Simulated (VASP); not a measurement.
# BeSi (Fm-3m) in VASP: a series of runs, part 2 of 2

VASP 6.6.1.

## (3) Optical spectrum, TPSS+D2 (cell strained at random at fixed volume)

INCAR

```
SYSTEM = BeSi
  ALGO = Normal
  CSHIFT = 0.05
  EDIFF = 1E-6
  ENCUT = 520
  ISIF = 2
  ISMEAR = 0
  IVDW = 1
  LASPH = .TRUE.
  LCHARG = .FALSE.
  LMIXTAU = .TRUE.
  LOPTICS = .TRUE.
  LREAL = .FALSE.
  LWAVE = .FALSE.
  METAGGA = TPSS
  NBANDS = 27
  NEDOS = 1000
  NELM = 100
  PREC = Accurate
  SIGMA = 0.1
```

KPOINTS

```
k-points
0
G
  10 10 10
  0 0 0
```

POSCAR

```
BeSi
3.2817
    0.015245147332      0.708602248834      0.705450833410
    0.725433159643      0.002041015327      0.718654965414
    0.727388548618      0.723761769814      0.000085626352
Be Si
1 1
Direct
    0.0000000000      0.0000000000      0.0000000000
    0.5000000000      0.5000000000      0.5000000000
```

Potentials or basis: VASP PAW PBE potentials, release 64 (Be, Si).

Launch:

```bash
cat potpaw_PBE.64/Be/POTCAR potpaw_PBE.64/Si/POTCAR > POTCAR
mpirun -np 1 vasp_std > vasp.out
```

OUTCAR:

```text
SYSTEM = BeSi
   EDIFF = 1E-6
   ENCUT = 520
   ISIF = 2
   ISMEAR = 0
   IVDW = 1
   LASPH = .TRUE.
   LREAL = .FALSE.
   METAGGA = TPSS
   NELM = 100
   PREC = Accurate
  IVDW =   1

 ion  position               nearest neighbor table
   1  0.000  0.000  0.000-   2 2.34   2 2.34   2 2.35   2 2.35   2 2.36   2 2.36
   2  0.500  0.500  0.500-   1 2.34   1 2.34   1 2.35   1 2.35   1 2.36   1 2.36

  LATTYP: Found a triclinic cell.
 ALAT       =     5.8282000064
 B/A-ratio  =     0.5777809139
 C/A-ratio  =     0.8018957461
 COS(alpha) =     0.0002012387
 COS(beta)  =     0.4085376093
 COS(gamma) =     0.8681792579

  Lattice vectors:

 A1 = (   4.7677250000,   2.3818670000,   2.3586910000)
 A2 = (   2.3870710000,   2.3751690000,   0.0002810000)
 A3 = (   0.0436130000,  -0.0430510000,   4.6732070000)

Analysis of symmetry for initial positions (statically):
=====================================================================
 Subroutine PRICEL returns:
 Original cell was already a primitive cell.

 Routine SETGRP: Setting up the symmetry group for a
 triclinic supercell.

 Subroutine GETGRP returns: Found  2 space group operations
 (whereof  2 operations were pure point group operations)
 out of a pool of  2 trial point group operations.

The static configuration has the point symmetry S_2 .

Analysis of symmetry for dynamics (positions and initial velocities):
=====================================================================
 Subroutine PRICEL returns:
 Original cell was already a primitive cell.

 Routine SETGRP: Setting up the symmetry group for a
 triclinic supercell.

 Subroutine GETGRP returns: Found  2 space group operations
 (whereof  2 operations were pure point group operations)
 out of a pool of  2 trial point group operations.

The dynamic configuration has the point symmetry S_2 .

 Subroutine INISYM returns: Found  2 space group operations
 (whereof  2 operations are pure point group operations),
 and found     1 'primitive' translations

----------------------------------------------------------------------------------------

                                     Primitive cell

  volume of cell :      25.8631

  direct lattice vectors                    reciprocal lattice vectors
     0.050030000  2.325420000  2.315078000    -0.216587483  0.217647013  0.218012160
     2.380654000  0.006698000  2.358410000     0.212582841 -0.213672945  0.210033450
     2.387071000  2.375169000  0.000281000     0.211451473  0.208536936 -0.214038092

[... 153 lines left out ...]
     13      18.8596      0.00000
     14      19.6240      0.00000
[... 401 lines left out ...]
      2       3.3768      2.00000
      3       5.1835      2.00000
      4       8.7288      0.00000
      5      11.2751      0.00000
      6      12.5414      0.00000
      7      16.7283      0.00000
      8      18.5355      0.00000
      9      19.3192      0.00000
     10      19.9772      0.00000
     11      22.6311      0.00000
     12      26.7633      0.00000
     13      28.5323      0.00000
     14      31.4123      0.00000
     15      31.6485      0.00000

 [... further k-points ...]

 [bands above 15 left out]

------------------------ aborting loop because EDIFF is reached ----------------------------------------

  DFT-D2 method for vdW energy calculation

  Number of pair interactions contributing to vdW energy:   60752

  Edisp (eV):   -0.47434

  FORCE on cell =-STRESS in cart. coord.  units (eV):
  Direction    XX          YY          ZZ          XY          YZ          ZX
  --------------------------------------------------------------------------------------
  -------------------------------------------------------------------------------------
  Total      -0.56826    -0.42634    -0.25707     0.19393    -0.20880     0.18015
  in kB     -35.20290   -26.41100   -15.92502    12.01358   -12.93490    11.15993
  external pressure =      -25.85 kB  Pullay stress =        0.00 kB

 VOLUME and BASIS-vectors are now :
 -----------------------------------------------------------------------------
  energy-cutoff  :      520.00
  volume of cell :       25.86
      direct lattice vectors                 reciprocal lattice vectors
     0.050030000  2.325420000  2.315078000    -0.216587483  0.217647013  0.218012160
     2.380654000  0.006698000  2.358410000     0.212582841 -0.213672945  0.210033450
     2.387071000  2.375169000  0.000281000     0.211451473  0.208536936 -0.214038092

 POSITION                                       TOTAL-FORCE (eV/Angst)
 -----------------------------------------------------------------------------------
      0.00000      0.00000      0.00000         0.000000     -0.000000     -0.000000
      2.40888      2.35364      2.33688        -0.000000      0.000000      0.000000
 -----------------------------------------------------------------------------------
    total drift:                                0.000000     -0.000000     -0.000000

  FREE ENERGIE OF THE ION-ELECTRON SYSTEM (eV)
  ---------------------------------------------------
  free  energy   TOTEN  =       -13.9022643032 eV

  energy  without entropy=      -13.8980216828  energy(sigma->0) =      -13.90014299

 electrical conductivity sigma (Mega S m-1) (frequency dependency in vasprun.xml)
  --------------------------------------------------------------------------------------
       0.349      -0.097      -0.090
      -0.097       0.279       0.078
      -0.090       0.078       0.259

  frequency dependent IMAGINARY DIELECTRIC FUNCTION (independent particle, no local field effects) density-density
     E(ev)      X         Y         Z        XY        YZ        ZX
  --------------------------------------------------------------------------------------------------------------
     0.00000    -0.00000    -0.00000    -0.00000     0.00000    -0.00000     0.00000
     0.72768    67.84585    61.16332    47.33707    14.93812    -8.00966     3.95939
     1.45536     5.81106     6.65210     6.76678    -2.98216     3.18693    -2.40556
     2.18304     0.64843     0.72321     0.67358     0.04071    -0.19048    -0.03809
     2.91073    14.49013    13.85992    13.04621    -0.47771     3.46556    -0.83784
     3.63841     1.18504     1.25461     1.23487    -0.06887     0.11226    -0.02042
[... 92 lines left out ...]
    71.31278     0.00000     0.00000     0.00000    -0.00000    -0.00000    -0.00000
    72.04046     0.00000     0.00000     0.00000    -0.00000    -0.00000    -0.00000

  frequency dependent      REAL DIELECTRIC FUNCTION (independent particle, no local field effects) density-density
     E(ev)        X           Y           Z          XY          YZ          ZX
  --------------------------------------------------------------------------------------------------------------
     0.00000    97.99629   130.08975   185.37824   -10.09493    11.18942   -11.25834
     0.72768   -39.32681   -39.91476   -34.72341    12.53177    -5.24238     8.38766
     1.45536    -5.67121    -4.71128    -3.34849     1.02517    -0.35011     0.80761
     2.18304     5.91315     5.33205     4.99114     0.23182    -0.47599     0.23008
     2.91073    17.44543    16.77541    16.60881     5.88804    -3.70686     4.52210
     3.63841    -7.56619    -7.43925    -7.39403    -1.48023     1.27878    -1.11924
[... 92 lines left out ...]
    71.31278     0.96681     0.96715     0.96759    -0.00096     0.00058    -0.00064
    72.04046     0.96750     0.96784     0.96827    -0.00094     0.00057    -0.00063

  frequency dependent IMAGINARY DIELECTRIC FUNCTION (independent particle, no local field effects) current-current
     E(ev)      X         Y         Z        XY        YZ        ZX
  --------------------------------------------------------------------------------------------------------------
     0.00000     2.15693     4.75616   131.19925   -19.26997    25.27772   -23.36619
     0.72768    63.52192    54.25823    41.28454     9.87368    -2.99611     3.61680
     1.45536     5.55836     6.47992     6.73476    -2.11127     1.99538    -1.70724
     2.18304     0.65939     0.71935     0.63678    -0.17273    -0.01770    -0.11771
     2.91073    14.94791    14.25417    13.21635     0.69318     1.52052    -0.09315
     3.63841     1.17844     1.25635     1.23477     0.15903    -0.14123     0.15674
[... 92 lines left out ...]
    71.31278     0.00000     0.00000     0.00000     0.00000     0.00000     0.00000
    72.04046     0.00000     0.00000     0.00000     0.00000     0.00000     0.00000

  frequency dependent      REAL DIELECTRIC FUNCTION (independent particle, no local field effects) current-current
     E(ev)        X           Y           Z          XY          YZ          ZX
  --------------------------------------------------------------------------------------------------------------
     0.00000   105.04939   142.11819   146.43501   -12.02094    11.86522   -11.46722
     0.72768   -49.74798   -49.56540   -42.60324     9.99100    -3.94476     7.58584
     1.45536    -6.15377    -5.31268    -4.01487     1.29973    -0.64063     1.02416
     2.18304     5.88537     5.27853     4.91677     0.23174    -0.47171     0.23551
     2.91073    16.89394    16.25207    16.10912     5.92764    -3.85762     4.57195
     3.63841    -7.58472    -7.46392    -7.42274    -1.46873     1.26542    -1.11084
[... 92 lines left out ...]
    71.31278     0.96675     0.96708     0.96750    -0.00096     0.00057    -0.00063
    72.04046     0.96745     0.96777     0.96818    -0.00094     0.00056    -0.00062
```

stdout:

```text
POSCAR found type information on POSCAR BeSi
 POSCAR found :  2 types and       2 ions
 scaLAPACK will be used
 -----------------------------------------------------------------------------
[... 28 lines left out ...]
|     You are using a small complex shift. This can yield unreliable          |
|     results when the Kramers-Kronig relation is used for systems with       |
|     spin-orbit interactions.                                                |
|     Please increase CSHIFT in the INCAR file.                               |
|                                                                             |
 -----------------------------------------------------------------------------
```

Wall time 19 min (1 thread of AMD EPYC 9R45 (Zen 5), shared host); peak memory 0.45 GiB.

What came out:

- Free energy: -13.9023 eV
- Pressure: -2.6 GPa
- Band gap on the k mesh: none (metal or under the smearing width)
- Dispersion energy per atom: -0.237 eV

Levels at points of the mesh, in eV from the Fermi level:
```tsv
k point	band 1	band 2	band 3	band 4	band 5	band 6	band 7	band 8
(0.00, 0.00, 0.00)	-11.89	2.94	2.98	3.62	7.96	8.09	8.64	10.77
(0.50, 0.00, 0.00)	-8.02	-6.02	3.18	3.27	3.30	3.37	6.63	9.95
(0.00, 0.50, 0.00)	-8.29	-6.19	3.43	3.44	3.73	3.80	7.11	10.37
(0.50, 0.50, 0.00)	-6.08	-5.56	-1.32	-0.77	1.75	3.47	14.57	14.85
(0.00, 0.00, 0.50)	-8.33	-6.22	3.51	3.52	3.75	3.82	7.16	10.42
(0.50, 0.00, 0.50)	-6.15	-5.58	-1.23	-0.78	1.85	3.48	14.50	14.97
(0.00, 0.50, 0.50)	-6.23	-5.60	-1.18	-0.75	1.94	3.51	14.65	14.90
(0.50, 0.50, 0.50)	-8.33	-6.22	3.55	3.56	3.71	3.80	7.15	10.41
```

Dielectric function (mean over the directions given):
| energy (eV) | real part | imaginary part |
| --- | --- | --- |
| 0.29 | 108.56 | 183.46 |
| 0.73 | -37.99 | 58.78 |
| 1.24 | -6.29 | 8.12 |
| 1.75 | 0.27 | 3.94 |
| 2.26 | 7.04 | 0.75 |
| 2.77 | 13.63 | 10.73 |
| 3.27 | -17.82 | 29.02 |
| 3.78 | -4.53 | 1.18 |
| 4.29 | 0.66 | 5.85 |
| 4.80 | 1.30 | 9.83 |
| 5.31 | -4.32 | 8.52 |
| 5.82 | -3.96 | 1.43 |
| 6.33 | -1.34 | 3.05 |
| 6.84 | -2.15 | 1.44 |
| 7.28 | -2.29 | 1.19 |
| 7.79 | -1.56 | 0.71 |
| 8.30 | -1.07 | 0.95 |
| 8.80 | -0.68 | 0.60 |
| 9.31 | -0.52 | 0.67 |
| 9.82 | -0.27 | 0.90 |
| 10.33 | -0.37 | 0.65 |
| 10.84 | -0.25 | 0.46 |
| 11.35 | -0.08 | 0.65 |
| 11.86 | -0.28 | 0.33 |
| 12.37 | -0.01 | 0.17 |
| 12.88 | 0.05 | 0.29 |
| 13.39 | 0.15 | 0.20 |
| 13.83 | 0.33 | 0.19 |
| 14.34 | 0.34 | 0.27 |
| 14.84 | 0.33 | 0.36 |
| 15.35 | 0.40 | 0.25 |
| 15.86 | 0.34 | 0.19 |
| 16.37 | 0.39 | 0.23 |
| 16.88 | 0.36 | 0.12 |
| 17.39 | 0.44 | 0.11 |
| 17.90 | 0.47 | 0.11 |
| 18.41 | 0.54 | 0.09 |
| 18.92 | 0.56 | 0.14 |
| 19.43 | 0.58 | 0.15 |
| 19.94 | 0.57 | 0.11 |

Caveat: atom-pairwise D2, TS and ULG terms overbind metals; spectra need much finer meshes, so this one isn't converged; independent-particle spectra lack excitons; the intraband (Drude) part of a metal's response may be missing; the PAW data sets were made with another functional, which shifts forces and pressure a little; pairwise dispersion overbinds metals, which lowers pressure and volume.

## (4) For comparison

An earlier run on the cell as given: functional PBE; potentials or basis VASP PAW PBE potentials, release 64 (Be, Si); cutoff 520 eV; k mesh 10 × 10 × 10; occupations fermi-dirac, width 0.05 eV; no spin polarisation.

- Pressure: 0.3 GPa
- Band gap on the k mesh: none (metal or under the smearing width)

## (5) The runs side by side

```csv
task,level,cell,k mesh,cutoff (eV),smearing,grid for exact exchange (PRECFOCK),exchange at q = 0,other keys,mesh quality,gap on the mesh (eV),pressure (GPa)
electric field gradients,B3LYP+D4,as given,5 × 5 × 5,500,fermi-dirac 0.02 eV,Fast,truncated,ALGO = Normal; ISMEAR = -1; SIGMA = 0.02,coarse,none,-3.2
optical spectrum,TPSS+D2,cell strained at random at fixed volume,10 × 10 × 10,520,gaussian 0.1 eV,-,-,-,not flagged,none,-2.6
single point,PBE,as given,10 × 10 × 10,520,fermi-dirac 0.05 eV,-,-,-,not flagged,none,0.3
```

Alike in all rows: potentials or basis VASP PAW PBE potentials, release 64 (Be, Si); no spin polarisation.

Caveats: some runs use coarse meshes; the PAW data sets were made with another functional, which shifts forces and pressure a little (some runs); pairwise dispersion overbinds metals, which lowers pressure and volume (some runs); atom-pairwise D2, TS and ULG terms overbind metals (some runs); spectra need much finer meshes, so this one isn't converged (some runs); independent-particle spectra lack excitons (some runs); the intraband (Drude) part of a metal's response may be missing (some runs).

Absolute energies hang on the potentials; compare differences alone.
